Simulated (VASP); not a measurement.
Wanted: the native input for a VASP 6.6.1 run.

```yaml
Task: single point
Functional: LDA
Potentials_or_basis: VASP PAW LDA potentials, release 64 (Ta_pv, Ru_pv)
Cutoff: 520 eV
k_mesh: 6 × 6 × 6
Occupations: gaussian, width 0.1 eV
Spin: no spin polarisation
Dipole_correction: no
Further_INCAR_settings: ALGO = Normal; EDIFF = 1e-06; NBANDS = 20
```

The structure of TaRu lies in POSCAR:

```
TaRu
1.0
    3.1870000000      0.0000000000      0.0000000000
    0.0000000000      3.1870000000      0.0000000000
    0.0000000000      0.0000000000      3.1870000000
Ta Ru
1 1
Direct
    0.5000000000      0.5000000000      0.5000000000
    0.0000000000      0.0000000000      0.0000000000
```

The input as run:

INCAR

```
  PREC = Accurate
  ENCUT = 520
  EDIFF = 1E-6
  ISMEAR = 0
  SIGMA = 0.1
  LREAL = F
  LASPH = T
  NELM = 80
  ALGO = Normal
  ISIF = 2
  LWAVE = F
  LCHARG = F
  GGA = CA
  NBANDS = 20
```

KPOINTS

```
Automatic mesh
0
Gamma
  6 6 6
```

Potentials or basis: VASP PAW LDA potentials, release 64 (Ta_pv, Ru_pv).

Run with:

```sh
$ cat potpaw_LDA.64/Ta_pv/POTCAR potpaw_LDA.64/Ru_pv/POTCAR > POTCAR
$ mpirun -np 1 vasp_std > vasp.out
```

It gave:

- Pressure: -15.3 GPa
- Band gap on the k mesh: none (metal or under the smearing width)

Caveat: so large a pressure means that the cell lies far from this level's equilibrium, or that cutoff or potentials fall short.

Wall time 5.6 s on 1 thread of AMD EPYC 9R45 (Zen 5), on a shared host, peak memory 0.1 GiB.
